The volume of a cubic cell grows as the cube of its edge, so a 1% error in the edge becomes about 3% in the volume. Seven functionals place the edge of cubic BN within about 0.03 Å of one another, on a length of 3.6 Å, and even their volumes differ by no more than about 2.5%. Their band gaps differ by more than a factor of two. A functional can therefore describe the electrons badly and still return a reasonable cell.

VASP 6.6.1 relaxations of cell and atoms for cubic BN with hybrid functionals and Hartree-Fock, using PBE PAW datasets, a 600 eV cutoff, a 7×7×7 k mesh and Fermi-Dirac smearing of 0.05 eV, without spin polarisation or dispersion correction. Volume changes are relative to the common starting cell, and a is the edge of the two-atom primitive cell.

```
functional  volume change (%)  relaxed length a (Å)
     B3LYP             -0.760               2.55740
        HF             -2.020               2.54660
     HSE03             -2.240               2.54470
     HSE06             -2.330               2.54390
    HSEsol             -3.230               2.53600
  PBE-EpsX             -2.050               2.54640
      PBE0             -2.310               2.54410
```

The volume change is counted from a starting cell common to all rows, so it is not an error against experiment. The three relaxed lengths are equal by symmetry and repeat the same result. The rows are a selection that leaves out runs that failed or met a known fault of the program, and some with graver warnings. The printed output after this text adds the cubic edge, the gap and the width of the valence bands from the same calculations.

**B3LYP** stands apart at the top of the table. It contracts the cell by 0.76%, while every other row contracts by at least 2%. Its gap gives no warning, since it agrees with that of PBE0 to within 0.04 eV. The oddity shows clearly in the volume.

One possible reason is that B3LYP contains slightly less exact exchange, a fraction of 0.20. PBE-EpsX and PBE0 share the same semilocal part, which is the part computed from the local density and its gradient, and have fractions of 0.2167 and 0.25. Their volume changes differ by 0.26 percentage points. If the volume follows the fraction in proportion, the lower fraction of B3LYP should account for

$$\frac{0.2167-0.20}{0.25-0.2167}\times 0.26 \approx 0.13\ \text{points}.$$

B3LYP in fact lies 1.29 points from PBE-EpsX, ten times as much. The estimate gives only an order of magnitude, because the two rows that set the slope also differ in how exact exchange was evaluated numerically. Still, it points away from the exchange fraction and towards the semilocal part. In B3LYP that part was designed with molecules in mind, and its LYP correlation misses the known limit of a uniform electron gas. B3LYP is known to give overlong edges in solids, and its place in the table fits that pattern. The table alone can't prove the error: it holds no measured edge, and a rough recalled value of 3.6 Å suits every row. Zero-point motion, absent here, would lengthen all the computed edges a little. All rows also use datasets made for PBE, so the atomic cores are not fully consistent with B3LYP or Hartree-Fock, which adds an error of unknown size to their volumes.

**Hartree-Fock (HF)**, in the next row, fails in the opposite way. Its volume change matches that of PBE-EpsX to 0.03 points. Hundredths of a point deserve little weight here, because the data makers' tests on other systems mark such a k mesh as coarse, though nothing in these runs measures the effect. The Hartree-Fock gap, however, is 14 eV against 6.6 eV, and a rough recalled measured gap is 6 eV. The occupied states give a second warning, because the valence bands are 5.5 eV wider than in PBE-EpsX. The mesh omits the zone-boundary point where the conduction band of cubic BN has its minimum, so all these gaps are somewhat too large, but that can't explain a factor of two.

The gap is too wide because Hartree-Fock leaves out screening. In a real crystal the other electrons respond to a charge and weaken its long-range interaction. The dielectric constant used for PBE-EpsX is 4.6, which suggests keeping about $1/4.6 \approx 0.22$ of the exact exchange at long range. Hartree-Fock keeps all of it, which pushes filled and empty states too far apart.

The volume hides this through a cancellation. Replacing PBE exchange by exact exchange tends to shorten the bonds of such a solid. Hartree-Fock also lacks the correlation that PBE-EpsX takes from PBE. In a dense covalent solid such as this one, that correlation is expected to draw the atoms closer, so leaving it out lengthens the bonds. This is an argument from theory, since no row combines full exact exchange with correlation.

**The HSE rows and PBE0** show that one property can shift while the other stays put. HSE06 uses exact exchange only at short range, and PBE0 restores it at long range. That step raises the gap by 0.75 eV and leaves the volume the same within 0.02 points. The gap compares filled with empty states and feels the long-range exchange directly. The volume depends on how the total energy of the filled states changes with the cell. In a wide-gap insulator their exchange is mostly short-ranged, so the PBE exchange that HSE06 keeps at long range is expected to serve well enough.

HSEsol changes the other ingredient. It keeps the exchange fraction and screening of HSE06 but takes its semilocal part from PBEsol, which rewards uneven densities less and so favours shorter bonds. The cell shrinks by a further 0.9 points, while the gap moves by less than 0.1 eV. The numerical precision of the exchange term also differed between these two runs, though the shift has the direction expected from PBEsol.

For anyone choosing a functional for a similar insulator, the cell and the gap are therefore two separate tests. A volume out of line with hybrids of similar exchange fraction calls for a look at the semilocal part. A gap out of line calls for a look at the amount and range of exact exchange. Valence bands as wide as those of Hartree-Fock point to the amount, since the range hardly changes their width here.

Numerical output:

```
Volume, edge and bands:
       row  volume change %  cubic edge A  mesh gap eV  valence width eV
     B3LYP            -0.76         3.617        6.804             21.52
        HF            -2.02         3.601        14.07             27.53
     HSE03            -2.24         3.599        5.831              22.2
     HSE06            -2.33         3.598        6.094             22.28
    HSEsol            -3.23         3.586         6.01             22.39
  PBE-EpsX            -2.05         3.601        6.562             22.02
      PBE0            -2.31         3.598        6.839             22.31
Spread of the cubic edge over all rows, A: 0.03026
HF less PBE-EpsX, volume change, points: 0.03
HF gap over PBE-EpsX gap, ratio: 2.145
HF less PBE-EpsX, valence width, eV: 5.509
B3LYP less PBE0, volume change, points: 1.55
B3LYP less PBE0, gap, eV: -0.0349
PBE0 less HSE06, volume change, points: 0.02
PBE0 less HSE06, gap, eV: 0.7455
HSEsol less HSE06, volume change, points: -0.9
HSEsol less HSE06, gap, eV: -0.0835
B3LYP less PBE-EpsX, volume change, points: 1.29
PBE-EpsX less PBE0, volume change, points: 0.26
Part of the B3LYP offset expected from its lower exchange fraction, points: 0.1304
```
